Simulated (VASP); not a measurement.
Consider the following.

```
ZnO
1.0
    1.62990    -2.82306     0.00000
    1.62990     2.82306     0.00000
    0.00000     0.00000     5.25780
Zn O
2 2
Direct
  0.66667   0.33333   0.50116
  0.33333   0.66667   0.00116
  0.66667   0.33333   0.88084
  0.33333   0.66667   0.38084
```

These are PBE GGA with D4 dispersion, VASP's PBE PAW potentials (set 64) (plane waves; VASP 6.6.1) values and carry that method's errors. Run with 520 eV cut-off, 9×9×5 Γ-centred mesh, tetrahedra with Blöchl corrections, potentials Zn O.

Question: What does the run give for the energy per atom (σ→0), band gap (on the k-mesh) with the smallest direct gap where there is one?

Answer: 
```json
{
  "band gap (on the k-mesh)": "0.76 eV",
  "smallest direct gap (on the k-mesh)": "0.76 eV",
  "energy per atom (σ→0)": "-4.696 eV/atom"
}
```

Total energies compare only between runs with the same potentials, cut-off and functional.

The compound is ZnO in the wurtzite structure. It was relaxed first.
